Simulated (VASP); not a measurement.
Data:

```
InP
1.0
    4.21824     0.00000     0.00000
   -2.10912     3.65311     0.00000
    0.00000     0.00000    14.75996
In P
1 1
Direct
  0.66667   0.33333   0.50000
  0.33333   0.66667   0.50000
```

Method: r2SCAN meta-GGA, VASP's PBE PAW potentials (set 64) (plane waves; VASP 6.6.1). Run with 400 eV cut-off, 8×8×1 Γ-centred mesh, tetrahedra with Blöchl corrections, potentials In_d P.

The cell holds a wide vacuum, so values per volume refer to the whole cell. Unless said otherwise, spin-orbit coupling is left out, though it shifts the bands of the heavy elements here.

Give the energies of bands 7 to 12 at the high-symmetry points, in eV from the valence-band maximum.

| band | Γ | M | K |
|---|---|---|---|
| 7 | -1.83 | -5.66 | -5.63 |
| 8 | -0.57 | -2.02 | -3.42 |
| 9 | -0.57 | -0.29 | 0.00 |
| 10 | 1.01 | 2.40 | 2.80 |
| 11 | 4.67 | 2.88 | 5.17 |
| 12 | 5.04 | 7.11 | 6.16 |

The gap is indirect, 1.01 eV, from the valence maximum at K to the conduction minimum at Γ.

The cell is a sheet with vacuum, built from a generated structure.
